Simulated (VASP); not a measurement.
# How biaxial strain in the (110) plane changes Nb

How do stress and energy of Nb follow biaxial strain in the (110) plane?

Method: r2SCAN; plane waves and PAW (Nb_sv), in the first sound run; inputs show where later runs differ, in VASP 6.6.1.

### Step 1. The starting structure

It takes space group Im-3m (No. 229, cubic). The conventional cell has a = 3.300 Å, b = 3.300 Å, c = 3.300 Å, α = 90.00°, β = 90.00°, γ = 90.00°. Nb has 8 Nb at 2.86 Å nearest.

Structure file:

```
Nb
1.0
    -1.65000    1.65000    1.65000
     1.65000   -1.65000    1.65000
     1.65000    1.65000   -1.65000
Nb
1
Direct
  0.00000 0.00000 0.00000
```

### Step 2. Relax the crystal, r2SCAN

The series starts from the cell that this level prefers, so that zero strain is near zero stress.

Level: r2SCAN; plane waves and PAW (Nb_sv).

The input, INCAR:

```
SYSTEM = Nb
PREC = Accurate
ENCUT = 450
EDIFF = 1E-07
NELM = 120
ISMEAR = 1
SIGMA = 0.15
LREAL = .FALSE.
ALGO = Normal
METAGGA = R2SCAN
LASPH = .TRUE.
NBANDS = 12
LORBIT = 11
LWAVE = .FALSE.
LCHARG = .FALSE.
KPAR = 8
IBRION = 2
NSW = 40
ISIF = 3
EDIFFG = -0.005
POTIM = 0.4
```

The input, POSCAR:

```
Nb
1.0
   -1.6500000000      1.6500000000      1.6500000000
    1.6500000000     -1.6500000000      1.6500000000
    1.6500000000      1.6500000000     -1.6500000000
Nb
1
Direct
    0.0000000000      0.0000000000      0.0000000000
```

The input, KPOINTS:

```
Automatic mesh
0
Gamma
25 25 25
0 0 0
```

PAW data sets: Nb_sv (PBE family, release 64).

On the command line:

```
$ mpirun -np 8 vasp_std
```

The log of the run:

```text
[banner, memory and clock lines left out]
running    8 mpi-ranks, on    1 nodes
[...]
|                                                                             |
|           W    W    AA    RRRRR   N    N  II  N    N   GGGG   !!!           |
|           W    W   A  A   R    R  NN   N  II  NN   N  G    G  !!!           |
|           W    W  A    A  R    R  N N  N  II  N N  N  G       !!!           |
|           W WW W  AAAAAA  RRRRR   N  N N  II  N  N N  G  GGG   !            |
|           WW  WW  A    A  R   R   N   NN  II  N   NN  G    G                |
|           W    W  A    A  R    R  N    N  II  N    N   GGGG   !!!           |
|                                                                             |
|     For optimal performance we recommend to set                             |
|       NCORE = 2 up to number-of-cores-per-socket                            |
|     NCORE specifies how many cores store one orbital (NPAR=cpu/NCORE).      |
|     This setting can greatly improve the performance of VASP for DFT.       |
[...]
DAV:   9    -0.248429600455E+02    0.43433E-08   -0.86216E-09  5880   0.121E-03
   2 F= -.24842960E+02 E0= -.24843161E+02  d E =0.358025E-05
 trial-energy change:    0.000004  1 .order    0.000003   -0.000017    0.000023
 step:   0.4014(harm=  0.4306)  dis= 0.00000  next Energy=   -24.842967 (dE=-0.340E-05)
[...]
N       E                     dE             d eps       ncg     rms          rms(c)
DAV:   1    -0.248430504141E+02   -0.90364E-04   -0.26854E-03 13284   0.749E-01    0.744E-02
DAV:   2    -0.248429726081E+02    0.77806E-04   -0.19410E-04 14852   0.187E-01    0.250E-02
DAV:   3    -0.248429609621E+02    0.11646E-04   -0.80287E-05 19880   0.928E-02    0.144E-02
DAV:   4    -0.248429636735E+02   -0.27114E-05   -0.15278E-06 14208   0.140E-02    0.676E-03
DAV:   5    -0.248429668452E+02   -0.31717E-05   -0.37781E-06 16492   0.120E-02    0.242E-03
DAV:   6    -0.248429669867E+02   -0.14144E-06   -0.25734E-07 11456   0.579E-03    0.128E-03
DAV:   7    -0.248429671028E+02   -0.11614E-06   -0.33060E-08  6076   0.271E-03    0.237E-04
DAV:   8    -0.248429670484E+02    0.54391E-07   -0.62500E-09  5760   0.106E-03
   3 F= -.24842967E+02 E0= -.24843165E+02  d E =-.342272E-05
[...]
reached required accuracy - stopping structural energy minimisation
```

Elapsed: 74 s, on 8 MPI ranks of Intel Xeon Platinum 8488C (Sapphire Rapids), shared host; peak memory 1.5 GiB; 7.8 min of CPU time.

Lines that name or quote the potential files are left out of all logs, and their timing lines are given in words.

OUTCAR, selected parts (step 2):

```text
  Total        0.0009179      0.0009179      0.0009179      0.0000000      0.0000000     -0.0000000
  in kB        0.0818001      0.0818001      0.0818001      0.0000000      0.0000000     -0.0000000
  external PRESSURE =       0.0818001 kB  Pullay stress =       0.0000000 kB

 POSITION                                       TOTAL-FORCE (eV/Angst)
 -----------------------------------------------------------------------------------
      0.00000      0.00000     -0.00000        -0.000000     -0.000000      0.000000
 -----------------------------------------------------------------------------------
    total drift:                                0.000000     -0.000000     -0.000000

  FREE ENERGIE OF THE ION-ELECTRON SYSTEM (eV)
  ---------------------------------------------------
  free  energy   TOTEN  =       -24.8429670484 eV

  energy  without entropy=      -24.8435615127  energy(sigma->0) =      -24.84316520

 reached required accuracy - stopping structural energy minimisation

[... 3 further parts left out ...]
[key lines of the parts left out:]
E-fermi :  11.1534
```

Read from the output:

```
energy(sigma→0) of the program : -24.8432 eV
stress, compression positive   : 0.01 along [110], 0.01 across it (mean), GPa
volume                         : 17.979 Å³
ionic steps                    : 3
```

### Step 3. Strain along the normal, r2SCAN

One member in full: the plane is strained by -0.5 %, and the strain along the normal is moved by secant steps until the normal stress is under 0.012 GPa or five steps are spent; the atoms relax at each step.

This step took 3 runs, each at a new trial strain with the atoms of the one before; the last is shown.

Level: r2SCAN; plane waves and PAW (Nb_sv).

Edit INCAR of step 2 so:

```diff
@@ -15,7 +15,7 @@
 LCHARG = .FALSE.
-KPAR = 8
-IBRION = 2
-NSW = 40
-ISIF = 3
-EDIFFG = -0.005
-POTIM = 0.4
+KPAR = 2
+IBRION = 1
+NSW = 25
+ISIF = 2
+EDIFFG = -0.004
+POTIM = 0.3
```

The input, POSCAR:

```
Nb
1.0
   -1.6420599520      1.6420599520      1.6420599520
    1.6420599520     -1.6420599520      1.6420599520
    1.6621844650      1.6621844650     -1.6420599520
Nb
1
Direct
    0.0000000000      0.0000000000      0.0000000000
```

KPOINTS is that of step 2.

On the command line:

```
$ mpirun -np 2 vasp_std
```

The log of the run:

```text
[banner, memory and clock lines left out]
running    2 mpi-ranks, on    1 nodes
[...]
[... a notice as in an earlier step ...]

 LDA part: xc-table for (None), standard interpolation
 POSCAR, INCAR and KPOINTS ok, starting setup
[...]
entering main loop
       N       E                     dE             d eps       ncg     rms          rms(c)
DAV:   1     0.888535778036E+02    0.88854E+02   -0.68911E+03 53096   0.993E+02
DAV:   2    -0.270281354152E+02   -0.11588E+03   -0.11175E+03 59292   0.372E+02
DAV:   3    -0.313649826356E+02   -0.43368E+01   -0.41617E+01 79832   0.614E+01
DAV:   4    -0.315795499997E+02   -0.21457E+00   -0.21278E+00 71404   0.123E+01
[...]
DAV:  11    -0.248424460683E+02    0.15775E-04   -0.51777E-05 78176   0.773E-02    0.165E-02
DAV:  12    -0.248424452795E+02    0.78888E-06   -0.45412E-06 77408   0.226E-02    0.802E-03
DAV:  13    -0.248424453219E+02   -0.42421E-07   -0.29789E-07 67112   0.747E-03
   1 F= -.24842445E+02 E0= -.24842607E+02  d E =-.248424E+02
 BRION: g(F)=  0.257E-62 g(S)=  0.000E+00
 reached required accuracy - stopping structural energy minimisation
```

Wall time 8 min (2 MPI ranks); peak memory 0.87 GiB.

Parts of OUTCAR (step 3):

```text
  Total        0.0294023      0.0294023      0.1205840     -0.0293720      0.0000000      0.0000000
  in kB        2.6276947      2.6276947     10.7766296     -2.6249847      0.0000000      0.0000000
  external PRESSURE =       5.3440063 kB  Pullay stress =       0.0000000 kB

 POSITION                                       TOTAL-FORCE (eV/Angst)
 -----------------------------------------------------------------------------------
      0.00000      0.00000      0.00000         0.000000     -0.000000      0.000000
 -----------------------------------------------------------------------------------
    total drift:                                0.000000     -0.000000     -0.000000

  FREE ENERGIE OF THE ION-ELECTRON SYSTEM (eV)
  ---------------------------------------------------
  free  energy   TOTEN  =       -24.8424453219 eV

  energy  without entropy=      -24.8429316607  energy(sigma->0) =      -24.84260743

[... 1 part as in an earlier step ...]

[... 3 further parts left out ...]
[key lines of the parts left out:]
E-fermi :  11.1943
```

Numbers from this step:

```
energy(sigma→0) of the program : -24.8426 eV
stress, compression positive   : 0.00 along [110], 0.80 across it (mean), GPa
ionic steps                    : 1
```

### Step 4. All members

The other members went through these steps as far as the tables show, with the same cutoff and, step by step, the same mesh; 31 runs are not shown. The session took 8.7 core hours (wall time by ranks) on a shared machine.

```
in-plane strain (%)  strain along the normal (%)  mean of the two in-plane stresses, tension positive (GPa)  energy above the unstrained row, extrapolated to no smearing (meV/atom)
             -2.000                        3.035                                                     -2.886                                                                    7.474
             -1.500                        2.215                                                     -2.272                                                                    4.422
             -1.000                        1.442                                                     -1.592                                                                    2.085
             -0.500                        0.719                                                     -0.801                                                                    0.579
                  0                        0.006                                                      0.002                                                                    0.000
              0.500                       -0.753                                                      0.640                                                                    0.285
              1.000                       -1.588                                                          ?                                                                        ?
              1.500                       -2.549                                                      1.091                                                                    2.480
              2.000                       -3.478                                                      1.169                                                                    3.615
```

### Step 5. Stress from the known rows

A least-squares parabola through the 8 rows shown, with e the strain in %: stress = − 0.2044 e² + 1.084 e − 0.08787 (GPa), r.m.s. residual 0.15 GPa.

At e = 1 this predicts 0.792 GPa.

### Step 6. Checking the prediction

The calculation gives 1.061 GPa, so the prediction is 0.269 GPa too low, within twice the residual of the fit.

Slopes at zero strain, from cubics through all rows: strain ratio -1.493, stress over strain 138 GPa (the cubic misses the stress by 0.06 GPa r.m.s., so this slope is good to some per cent only).

### Step 7. Summary of results

```json
{
 "error of the predicted stress": "-0.269 GPa",
 "ratio of normal to in-plane strain": "-1.493",
 "biaxial modulus": "138 GPa"
}
```

**Reading.** As a check, the curvature of the energy gives 154 GPa for the same modulus (energy per volume = M × strain²), 11 % from the slope of the stress; these energies are extrapolated to no smearing, while the stress belongs to the free energy, so part of the difference may come from that. The energy also has a linear term worth 0.11 GPa that the stress column lacks, a mark of the finite basis or of the smearing. These are static values: temperature and zero-point motion are left out. In a metal the slopes also depend on mesh and smearing, which were held through the series.

[Lines on the potential files, build, host, timing and source positions are cut from VASP's logs without a mark.]

[Logs are printed without paths, hosts, clocks, repeated set-up lines and the standing remarks that a program may print on its own settings, such as how far it seeks lower states.]

[Hosts, paths, dates, database ids (printed as entryN), source tags and the programs' standing remarks are cut or masked in the printed files.]

[In band tables of VASP the shares of atoms and orbitals are scaled to a sum of 1 inside the atoms' spheres.]
